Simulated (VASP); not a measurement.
# Lattice vibrations of Ge2Sb2Te5, part 3 of 5

Wanted: whether Ge2Sb2Te5 is dynamically stable, and its vibrational spectrum. The start is a computed cell from the Materials Project.

VASP 6.6.1; PBEsol; plane waves and PAW (Te, Sb, Ge_d).

So far. Step 2 (Relax the host): The run ended after 13 ionic steps, 0.122 eV below its first step, once forces and stress met EDIFFG = -0.03. Step 3 (Relax the host again, on a new basis): The start already met the threshold, so nothing moved. The relaxed cell has a = 4.238, c = 16.624 Å (conventional setting).

## (4) Tight relaxation

Force constants are second derivatives, so residual forces and stress must first be far smaller than in an ordinary relaxation. Smearing, mesh and cutoff differ from the relaxation before, which can move the cell too.

The input, INCAR:

```
SYSTEM = Ge2Sb2Te5
PREC = Accurate
ENCUT = 380
EDIFF = 1E-08
NELM = 120
ISMEAR = 1
SIGMA = 0.2
LREAL = .FALSE.
ALGO = Fast
GGA = PS
NBANDS = 43
LORBIT = 11
LWAVE = .FALSE.
LCHARG = .FALSE.
KPAR = 4
IBRION = 1
NSW = 30
ISIF = 3
EDIFFG = -0.002
POTIM = 0.4
```

The input, POSCAR:

```
Ge2Sb2Te5
1.0
    4.2379493267      0.0000000000      0.0000000000
   -2.1189746634      3.6701717769      0.0000000000
    0.0000000000      0.0000000000     16.6239287468
Te Sb Ge
5 2 2
Direct
    0.6666666667      0.3333333333      0.4208204857
    0.3333333333      0.6666666667      0.5791795143
    0.3333333333      0.6666666667      0.1991625942
    0.6666666667      0.3333333333      0.8008374058
    0.0000000000      0.0000000000      0.0000000000
    0.0000000000      0.0000000000      0.3186779545
    0.0000000000      0.0000000000      0.6813220455
    0.6666666667      0.3333333333      0.1016762970
    0.3333333333      0.6666666667      0.8983237030
```

The input, KPOINTS:

```
Automatic mesh
0
Gamma
9 9 2
0 0 0
```

Potentials, in the order of the species: Te, Sb and Ge_d (PBE family, release 64).

Command:

```
> mpirun -np 4 vasp_std
```

Log:

```text
[banner, memory and clock lines left out]
running    4 mpi-ranks, on    1 nodes
 distrk:  each k-point on    1 cores,    4 groups
 distr:  one band on    1 cores,    1 groups

 POSCAR found type information on POSCAR TeSbGe
 POSCAR found :  3 types and       9 ions
 [... a notice as in an earlier step ...]

 LDA part: xc-table for (Slater+PW92), standard interpolation
 POSCAR, INCAR and KPOINTS ok, starting setup
 FFT: planning ... GRIDC
 FFT: planning ... GRID_SOFT
 FFT: planning ... GRID
 WAVECAR not read
 entering main loop
       N       E                     dE             d eps       ncg     rms          rms(c)
DAV:   1     0.522829149390E+03    0.52283E+03   -0.23239E+04  2574   0.179E+03
DAV:   2     0.487303373082E+02   -0.47410E+03   -0.45619E+03  2192   0.512E+02
DAV:   3    -0.325121507187E+02   -0.81242E+02   -0.78796E+02  2467   0.141E+02
DAV:   4    -0.376335211915E+02   -0.51214E+01   -0.50764E+01  2512   0.424E+01
DAV:   5    -0.378140654570E+02   -0.18054E+00   -0.18020E+00  2880   0.800E+00    0.125E+01
RMM:   6    -0.376358151252E+02    0.17825E+00   -0.38279E-01  2505   0.209E+00    0.753E+00
RMM:   7    -0.378508965166E+02   -0.21508E+00   -0.38856E-01  2488   0.207E+00    0.338E+00
RMM:   8    -0.375884112212E+02    0.26249E+00   -0.14071E-01  2560   0.123E+00    0.358E-01
RMM:   9    -0.375865177168E+02    0.18935E-02   -0.21523E-02  2782   0.602E-01    0.215E-01
RMM:  10    -0.375868084710E+02   -0.29075E-03   -0.45427E-03  2914   0.265E-01    0.882E-02
RMM:  11    -0.375868810703E+02   -0.72599E-04   -0.93404E-04  2963   0.128E-01    0.591E-02
RMM:  12    -0.375868923119E+02   -0.11242E-04   -0.18387E-04  3230   0.524E-02    0.320E-02
RMM:  13    -0.375868877706E+02    0.45413E-05   -0.22303E-05  2818   0.185E-02    0.145E-02
RMM:  14    -0.375868872235E+02    0.54712E-06   -0.53066E-06  3049   0.919E-03    0.324E-03
RMM:  15    -0.375868869446E+02    0.27893E-06   -0.42813E-07  2933   0.396E-03    0.240E-03
 num prob  num prob  num prob  num prob RMM:  16    -0.375868870305E+02   -0.85925E-07    0.12429E-07  2779   0.214E-03    0.264E-03
 num prob RMM:  17    -0.375868868708E+02    0.15974E-06    0.21995E-07  2041   0.106E-03    0.464E-04
 num prob RMM:  18    -0.375868868719E+02   -0.11705E-08    0.18665E-07  1336   0.595E-04    0.300E-04
 num prob  num prob  num prob  num prob  num prob RMM:  19    -0.375868868500E+02    0.21960E-07    0.14501E-07  1232   0.519E-04    0.106E-04
 num prob  num prob  num prob  num prob  num prob  num prob  num prob  num prob RMM:  20    -0.375868868300E+02    0.20003E-07    0.96257E-08  1215   0.753E-04    0.527E-05
 num prob  num prob  num prob  num prob  num prob  num prob  num prob  num prob  num prob  num prob  num prob  num prob  num prob  num prob RMM:  21    -0.375868868229E+02    0.70449E-08    0.51408E-08  1193   0.950E-04
   1 F= -.37586887E+02 E0= -.37589761E+02  d E =-.375869E+02
 BRION: g(F)=  0.323E-02 g(S)=  0.792E-02
 bond charge predicted
       N       E                     dE             d eps       ncg     rms          rms(c)
DAV:   1    -0.376170120181E+02   -0.30125E-01   -0.64481E-01  2677   0.620E+00    0.107E+00
RMM:   2    -0.375995875881E+02    0.17424E-01   -0.45155E-02  2614   0.159E+00    0.503E-01
RMM:   3    -0.375934633857E+02    0.61242E-02   -0.13464E-02  2454   0.758E-01    0.148E-01
RMM:   4    -0.375930911840E+02    0.37220E-03   -0.44683E-03  2712   0.333E-01    0.888E-02
RMM:   5    -0.375930873481E+02    0.38359E-05   -0.39119E-04  2883   0.108E-01    0.865E-02
RMM:   6    -0.375930726438E+02    0.14704E-04   -0.81954E-05  2735   0.562E-02    0.662E-02
RMM:   7    -0.375930455585E+02    0.27085E-04   -0.43646E-05  2692   0.470E-02    0.124E-02
RMM:   8    -0.375930463822E+02   -0.82367E-06   -0.14463E-05  3035   0.190E-02    0.739E-03
RMM:   9    -0.375930465235E+02   -0.14128E-06   -0.18476E-06  3156   0.584E-03    0.797E-03
 num prob  num prob  num prob  num prob  num prob  num prob RMM:  10    -0.375930465360E+02   -0.12470E-07   -0.22368E-07  2709   0.248E-03    0.413E-03
 num prob  num prob  num prob  num prob  num prob RMM:  11    -0.375930465645E+02   -0.28502E-07   -0.85000E-08  2314   0.148E-03    0.300E-03
 num prob  num prob  num prob  num prob RMM:  12    -0.375930465854E+02   -0.20895E-07   -0.57286E-08  1498   0.916E-04    0.207E-03
 num prob  num prob  num prob  num prob  num prob  num prob  num prob RMM:  13    -0.375930465994E+02   -0.14045E-07   -0.43981E-09  1284   0.464E-04    0.162E-03
 num prob  num prob  num prob  num prob  num prob  num prob  num prob  num prob  num prob  num prob  num prob  num prob  num prob  num prob  num prob  num prob  num prob  num prob  num prob  num prob RMM:  14    -0.375930466268E+02   -0.27395E-07    0.54169E-10  1242   0.558E-04    0.111E-03
 num prob  num prob  num prob  num prob  num prob  num prob  num prob  num prob  num prob  num prob  num prob  num prob  num prob  num prob  num prob  num prob  num prob  num prob  num prob  num prob  num prob  num prob  num prob  num prob  num prob  num prob  num prob  num prob  num prob  num prob RMM:  15    -0.375930466359E+02   -0.91459E-08    0.10446E-08  1274   0.846E-04
   2 F= -.37593047E+02 E0= -.37596157E+02  d E =-.615981E-02
[... from here on, the cycles between the ionic steps are left out ...]
   3 F= -.37594899E+02 E0= -.37598095E+02  d E =-.185263E-02
   4 F= -.37594544E+02 E0= -.37597717E+02  d E =0.355571E-03
   5 F= -.37596142E+02 E0= -.37599433E+02  d E =-.159831E-02
   6 F= -.37596215E+02 E0= -.37599505E+02  d E =-.725956E-04
   7 F= -.37596338E+02 E0= -.37599627E+02  d E =-.123774E-03
   8 F= -.37596364E+02 E0= -.37599651E+02  d E =-.257311E-04
[...]
WARNING in EDDRMM: call to ZHEGV failed, returncode =   8  4     33
   9 F= -.37596390E+02 E0= -.37599676E+02  d E =-.260426E-04
[...]
WARNING in EDDRMM: call to ZHEGV failed, returncode =   8  4     38
  10 F= -.37596509E+02 E0= -.37599790E+02  d E =-.118756E-03
  11 F= -.37596419E+02 E0= -.37599703E+02  d E =0.903786E-04
  12 F= -.37596379E+02 E0= -.37599665E+02  d E =0.399088E-04
[...]
num prob  num prob  num prob WARNING in EDDRMM: call to ZHEGV failed, returncode =   6  3     36
  13 F= -.37596397E+02 E0= -.37599682E+02  d E =-.188537E-04
  14 F= -.37596402E+02 E0= -.37599687E+02  d E =-.466051E-05
  15 F= -.37596470E+02 E0= -.37599754E+02  d E =-.681597E-04
[...]
WARNING in EDDRMM: call to ZHEGV failed, returncode =   6  3     19
  16 F= -.37596532E+02 E0= -.37599814E+02  d E =-.616853E-04
  17 F= -.37596506E+02 E0= -.37599788E+02  d E =0.260827E-04
  18 F= -.37596665E+02 E0= -.37599943E+02  d E =-.159076E-03
  19 F= -.37596584E+02 E0= -.37599865E+02  d E =0.808317E-04
  20 F= -.37596576E+02 E0= -.37599856E+02  d E =0.798549E-05
[...]
WARNING in EDDRMM: call to ZHEGV failed, returncode =   6  3     18
  21 F= -.37596658E+02 E0= -.37599938E+02  d E =-.815715E-04
  22 F= -.37596630E+02 E0= -.37599909E+02  d E =0.277856E-04
  23 F= -.37596658E+02 E0= -.37599936E+02  d E =-.280284E-04
  24 F= -.37596623E+02 E0= -.37599902E+02  d E =0.349277E-04
  25 F= -.37596725E+02 E0= -.37600002E+02  d E =-.102341E-03
  26 F= -.37596780E+02 E0= -.37600055E+02  d E =-.549660E-04
 BRION: g(F)=  0.108E-04 g(S)=  0.688E-07
 BRIONS problems: POTIM should be increased
 retain N=  1 mean eig=*****
 eig: 128.429
 bond charge predicted
       N       E                     dE             d eps       ncg     rms          rms(c)
DAV:   1    -0.375964025409E+02    0.37780E-03   -0.25279E-01  2097   0.228E+00    0.170E-01
RMM:   2    -0.375969738368E+02   -0.57130E-03   -0.95189E-03  2535   0.493E-01    0.107E-01
RMM:   3    -0.375970370786E+02   -0.63242E-04   -0.14814E-03  2718   0.209E-01    0.865E-02
RMM:   4    -0.375970233369E+02    0.13742E-04   -0.28504E-04  2877   0.856E-02    0.563E-02
RMM:   5    -0.375969943155E+02    0.29021E-04   -0.68180E-05  2603   0.426E-02    0.142E-02
RMM:   6    -0.375969919519E+02    0.23636E-05   -0.15859E-05  2751   0.217E-02    0.694E-03
RMM:   7    -0.375969918250E+02    0.12691E-06   -0.46733E-06  2744   0.107E-02    0.455E-03
RMM:   8    -0.375969920098E+02   -0.18483E-06   -0.12977E-06  2624   0.427E-03    0.187E-03
RMM:   9    -0.375969920002E+02    0.95688E-08   -0.25717E-07  2300   0.221E-03    0.137E-03
RMM:  10    -0.375969920211E+02   -0.20873E-07   -0.90485E-08  2327   0.114E-03    0.105E-03
 num prob  num prob  num prob RMM:  11    -0.375969920287E+02   -0.75934E-08   -0.93794E-09  1257   0.492E-04
  27 F= -.37596992E+02 E0= -.37600252E+02  d E =-.211682E-03
 BRION: g(F)=  0.613E-06 g(S)=  0.331E-06
 BRIONS problems: POTIM should be increased
 retain N=  1 mean eig=65.97
 eig:  65.967
 reached required accuracy - stopping structural energy minimisation
```

Wall time 11 min (4 MPI ranks of Intel Xeon Platinum 8488C (Sapphire Rapids), shared host); peak memory 1.5 GiB; 43 min of CPU time.

Parts of OUTCAR (step 4):

```text
The static configuration has the point symmetry D_3d.

 Found     24 irreducible k-points:

   k-points           NKPTS =     24   k-points in BZ     NKDIM =     24   number of bands    NBANDS=     43

   dimension x,y,z NGX =    28 NGY =   28 NGZ =  108
   dimension x,y,z NGXF=    56 NGYF=   56 NGZF=  216

   ENCUT  =  380.0 eV  27.93 Ry    5.28 a.u.   6.74  6.74 26.42*2*pi/ulx,y,z

   NELECT =      68.0000    total number of electrons

 E-fermi :   6.8765

 k-point     1 :       0.0000    0.0000    0.0000
  band No.  band energies     occupation
    ...
     33       5.8807      2.00000
     34       6.7436      1.89366
     35       6.8624      1.11869
     36       6.8624      1.11866
     37       6.9357      0.52194
     38       7.5956     -0.00000
     39       7.5956     -0.00000
     40       7.7039     -0.00000
     41       8.1251     -0.00000
     42       8.1251     -0.00000
    ...

 k-point     2 :       0.1111    0.0000    0.0000
  band No.  band energies     occupation
    ...
     30       5.4716      2.00000
     31       5.5134      2.00000
     32       5.5827      2.00000
     33       5.9217      2.00000
     34       6.4456      2.00941
     35       7.2286     -0.03197
     36       7.2358     -0.02910
     37       7.4580     -0.00031
     38       7.4922     -0.00012
     39       7.7789     -0.00000
    ...

  Total        0.0042861      0.0042861      0.0063528     -0.0000000      0.0000000      0.0000000
  in kB        0.0263739      0.0263739      0.0390908     -0.0000000      0.0000000      0.0000000
  external PRESSURE =       0.0306129 kB  Pullay stress =       0.0000000 kB

  energy-cutoff  :      380.00
  volume of cell :      260.37
      direct lattice vectors                 reciprocal lattice vectors
     4.225784622  0.000000000  0.000000000     0.236642444  0.136625579 -0.000000000
    -2.112892311  3.659636833 -0.000000000    -0.000000000  0.273251157 -0.000000000
    -0.000000000  0.000000000 16.836565695    -0.000000000  0.000000000  0.059394536

 POSITION                                       TOTAL-FORCE (eV/Angst)
 -----------------------------------------------------------------------------------
      2.11289      1.21988      7.06609         0.000000     -0.000000     -0.001012
     -0.00000      2.43976      9.77047        -0.000000      0.000000      0.001012
     -0.00000      2.43976      3.34650         0.000000     -0.000000     -0.001091
      2.11289      1.21988     13.49007        -0.000000      0.000000      0.001091
      0.00000     -0.00000      0.00000         0.000000      0.000000      0.000000
     -0.00000      0.00000      5.34121         0.000000     -0.000000     -0.001768
     -0.00000      0.00000     11.49535        -0.000000      0.000000      0.001768
      2.11289      1.21988      1.69025         0.000000     -0.000000     -0.001613
     -0.00000      2.43976     15.14632        -0.000000      0.000000      0.001613
 -----------------------------------------------------------------------------------
    total drift:                               -0.000000      0.000000     -0.000000

  FREE ENERGIE OF THE ION-ELECTRON SYSTEM (eV)
  ---------------------------------------------------
  free  energy   TOTEN  =       -37.5969920287 eV

  energy  without entropy=      -37.6067720273  energy(sigma->0) =      -37.60025203

 total charge
# of ion       s       p       d       tot
------------------------------------------
    1        1.411   1.889   0.031   3.332
    2        1.411   1.889   0.031   3.332
    3        1.390   1.936   0.037   3.364
    4        1.390   1.936   0.037   3.364
    5        1.385   1.936   0.039   3.360
    6        1.291   0.980   0.052   2.322
    7        1.291   0.980   0.052   2.322
    8        1.325   0.783  10.017  12.125
    9        1.325   0.783  10.017  12.125
--------------------------------------------------
tot         12.218  13.115  20.314  45.647

[... 4 parts as in an earlier step ...]

[... 6 further parts left out ...]
```

CONTCAR:

```
Ge2Sb2Te5
   1.00000000000000
     4.2257846216513197    0.0000000000001492    0.0000000000000000
    -2.1128923108755462    3.6596368332983107   -0.0000000000000006
    -0.0000000000000006    0.0000000000000033   16.8365656947972582
  Te              Sb              Ge
     5     2     2
Direct
     0.6666666667000030    0.3333333332999970    0.4196872170843650
     0.3333333332999970    0.6666666667000030    0.5803127829155855
     0.3333333332999970    0.6666666667000030    0.1987635270482967
     0.6666666667000030    0.3333333332999970    0.8012364729517046
     0.0000000000000000   -0.0000000000000000    0.0000000000000000
     0.0000000000000000    0.0000000000000000    0.3172387403466914
     0.0000000000000000   -0.0000000000000000    0.6827612596533568
     0.6666666667000030    0.3333333332999970    0.1003915993107586
     0.3333333332999970    0.6666666667000030    0.8996084006892975
```

Step by step (22 of 27):

| step | energy less that of the first step (eV) | largest force (eV/Å) | pressure (GPa) | volume (Å³) |
| --- | --- | --- | --- | --- |
| 1 | 0.0000 | 0.1147 | 0.38 | 258.57 |
| 2 | -0.0062 | 0.0743 | -0.13 | 260.59 |
| 3 | -0.0080 | 0.0524 | 0.04 | 259.79 |
| 5 | -0.0093 | 0.0210 | 0.01 | 259.90 |
| 6 | -0.0093 | 0.0178 | 0.01 | 259.92 |
| 7 | -0.0095 | 0.0137 | 0.00 | 260.00 |
| 8 | -0.0095 | 0.0135 | 0.00 | 260.00 |
| 10 | -0.0096 | 0.0110 | 0.01 | 260.02 |
| 11 | -0.0095 | 0.0127 | 0.00 | 260.01 |
| 12 | -0.0095 | 0.0134 | 0.00 | 260.01 |
| 13 | -0.0095 | 0.0129 | 0.00 | 260.01 |
| 15 | -0.0096 | 0.0123 | 0.00 | 260.05 |
| 16 | -0.0096 | 0.0113 | 0.00 | 260.05 |
| 17 | -0.0096 | 0.0116 | 0.00 | 260.05 |
| 18 | -0.0098 | 0.0093 | 0.01 | 260.09 |
| 20 | -0.0097 | 0.0111 | 0.00 | 260.08 |
| 21 | -0.0098 | 0.0107 | 0.00 | 260.14 |
| 22 | -0.0097 | 0.0101 | 0.00 | 260.10 |
| 23 | -0.0098 | 0.0096 | 0.00 | 260.11 |
| 25 | -0.0098 | 0.0086 | 0.00 | 260.15 |
| 26 | -0.0099 | 0.0074 | 0.00 | 260.17 |
| 27 | -0.0101 | 0.0018 | 0.00 | 260.37 |

```csv
"conventional cell, symmetrised",before,after,change
a (Å),4.238,4.226,-0.3 %
b (Å),4.238,4.226,-0.3 %
c (Å),16.624,16.837,+1.3 %
volume (Å³/atom),28.73,28.93,+0.7 %
```

The atoms that moved most (Å, as changes of fractional coordinates times the final cell):

| atom | dx | dy | dz | length |
| --- | --- | --- | --- | --- |
| Sb7 | 0.000 | 0.000 | 0.024 | 0.024 |
| Sb6 | 0.000 | 0.000 | -0.024 | 0.024 |
| Ge8 | 0.000 | 0.000 | -0.022 | 0.022 |
| Ge9 | 0.000 | 0.000 | 0.022 | 0.022 |
| Te1 | 0.000 | 0.000 | -0.019 | 0.019 |
| Te2 | 0.000 | 0.000 | 0.019 | 0.019 |
| Te4 | 0.000 | 0.000 | 0.007 | 0.007 |
| Te3 | 0.000 | 0.000 | -0.007 | 0.007 |

The relaxed structure:

```xyz
9
Lattice="4.2258 0.0000 0.0000 -2.1129 3.6596 0.0000 0.0000 0.0000 16.8366" Properties=species:S:1:pos:R:3 pbc="T T T"
Te    2.1129    1.2199    7.0661
Te    0.0000    2.4398    9.7705
Te    0.0000    2.4398    3.3465
Te    2.1129    1.2199   13.4901
Te    0.0000    0.0000    0.0000
Sb    0.0000    0.0000    5.3412
Sb    0.0000    0.0000   11.4954
Ge    2.1129    1.2199    1.6902
Ge    0.0000    2.4398   15.1463
```

Numbers from this step:

```
electronic cycles       : 231
free energy (TOTEN)     : -37.60 eV
energy at zero smearing : -37.60 eV
Fermi energy            : 6.877 eV
pressure                : 0.003061 GPa
```

The run ended after 27 ionic steps, 0.010 eV below its first step, once forces and stress met EDIFFG = -0.002.

A spacing of under 0.3 eV between levels on this mesh is not given as a gap, since the run was smeared as a metal.

(Part 3 of 5 ends here.)

[Lines on the potential files, build, host, timing and source positions are cut from VASP's logs without a mark.]

[Logs are printed without paths, hosts, clocks, repeated set-up lines and the standing remarks that a program may print on its own settings, such as how far it seeks lower states.]

[Hosts, paths, dates, database ids (printed as entryN), source tags and the programs' standing remarks are cut or masked in the printed files.]

[Runs that stopped without an error message from VASP are left out.]
